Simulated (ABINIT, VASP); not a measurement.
VASP ran on this input.

KPOINTS:
```
Automatic mesh
0
Gamma
12 12 12
0 0 0
```

### INCAR
```
SYSTEM  =  CaO
PREC  =  Accurate; ENCUT  =  400; LREAL  =  .False.
LASPH  =  .True.
EDIFF  =  1E-6; NELM  =  100; ALGO  =  Normal
ISMEAR  =  -1; SIGMA  =  0.05
GGA  =  PE
ISIF  =  2
LWAVE  =  .False.; LCHARG  =  .False.
```

### POSCAR
```
CaO
1
    0.0000000000     2.4050000000     2.4050000000
    2.4050000000     0.0000000000     2.4050000000
    2.4050000000     2.4050000000     0.0000000000
Ca O
1 1
Direct
  0.0000000000   0.0000000000   0.0000000000
  0.5000000000   0.5000000000   0.5000000000
```

POTCAR, in this order: Ca_sv O (PBE.64 set). Program: vasp_std.

Problem. Translate it to ABINIT.

Solution. One input that does it (PBE, norm-conserving pseudopotentials (PseudoDojo nc-sr-05 PBE standard)):
```
# CaO, PseudoDojo nc-sr-05 PBE standard
pp_dirpath "./"
pseudos "Ca.upf, O.upf"
acell 3*1.0 Angstrom
rprim
        -0.0000000000    2.4050000000    2.4050000000
         2.4050000000    0.0000000000    2.4050000000
         2.4050000000    2.4050000000    0.0000000000
natom 2
ntypat 2
znucl 20 8
typat 1 2
xcart
         0.0000000000    0.0000000000    0.0000000000
         4.5447913297    4.5447913297    4.5447913297
ecut 42
occopt 3
tsmear 0.05 eV
nband 13
kptopt 1
ngkpt 12 12 12
nshiftk 1
shiftk 0 0 0
nstep 60
tolvrs 1.0e-11
prtwf 0
prtden 0
prtvol 1
enunit 1
```
Both are inputs of real runs that ended normally. What can't carry over is the choice of potentials or basis and its cut-off, and each code's defaults.

The structure is a typed CaO crystal (Fm-3m). The cell was not relaxed at this level, and it may have been scaled.
